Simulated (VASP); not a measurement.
Calculation: PBEsol GGA, VASP's PBE PAW potentials (set 64) (plane waves; VASP).

VASP input:

### INCAR
```
# general
SYSTEM  = TaOs3
PREC    = Accurate
ENCUT   = 300
LREAL   = .FALSE.   # projection in real space or not
LASPH   = .TRUE.

# electronic loop
EDIFF   = 1E-6   # SCF stop (eV)
NELM    = 100
ALGO    = Normal
LMAXMIX = 6   # l cut-off of mixed one-centre charges

# smearing
ISMEAR  = -1   # Fermi-Dirac
SIGMA   = 0.1   # width (eV)

# functional
GGA     = PS   # PBEsol

# ions
ISIF    = 2   # forces and stress, cell fixed

# output
LWAVE   = .FALSE.
LCHARG  = .FALSE.
```

### POSCAR
```
TaOs3
1
    3.9149700000     0.0000000000     0.0000000000
    0.0000000000     3.9149700000     0.0000000000
    0.0000000000     0.0000000000     3.9149700000
Ta Os
1 3
Direct
  0.0000000000   0.0000000000   0.0000000000
  0.0000000000   0.5000000000   0.5000000000
  0.5000000000   0.0000000000   0.5000000000
  0.5000000000   0.5000000000   0.0000000000
```

KPOINTS:
```
Automatic
0
gamma
7 7 7
0 0 0
```

POTCAR, in this order: Ta_pv Os (PBE.64 set). Program: vasp_std.

At this cut-off the stress carries a Pulay error, which pulls relaxed volumes low. Unless said otherwise, spin-orbit coupling is left out, though it shifts the bands of the heavy elements here.

Estimate the energy per atom (σ→0), pressure, band gap (on the k-mesh).

The energy per atom (σ→0) comes out as -12.444 eV/atom and the band gap (on the k-mesh) comes out as none (metal, semimetal or under 0.01 eV). The pressure is -6.95 GPa.

OSZICAR:
```
...
DAV:   7    -0.499236290545E+02    0.59734E+00   -0.23426E+00  1072   0.100E+01    0.425E+00
DAV:   8    -0.498435523927E+02    0.80077E-01   -0.44896E-01  1193   0.424E+00    0.502E-01
DAV:   9    -0.498382543429E+02    0.52980E-02   -0.18057E-02  1067   0.113E+00    0.233E-01
DAV:  10    -0.498381294792E+02    0.12486E-03   -0.75880E-04  1210   0.187E-01    0.849E-02
DAV:  11    -0.498381129586E+02    0.16521E-04   -0.20123E-04  1324   0.733E-02    0.249E-02
DAV:  12    -0.498381046012E+02    0.83573E-05   -0.31273E-05  1307   0.373E-02    0.529E-03
DAV:  13    -0.498381044225E+02    0.17875E-06   -0.42024E-06   968   0.123E-02
   1 F= -.49838104E+02 E0= -.49774920E+02  d E =-.126370E+00
```

The structure comes from a computed database's TaOs3 entry (Pm-3m); how it stands against other phases isn't given here. The cell was not relaxed at this level. The electron count is odd and the run is not spin-polarised, which forces a metal.
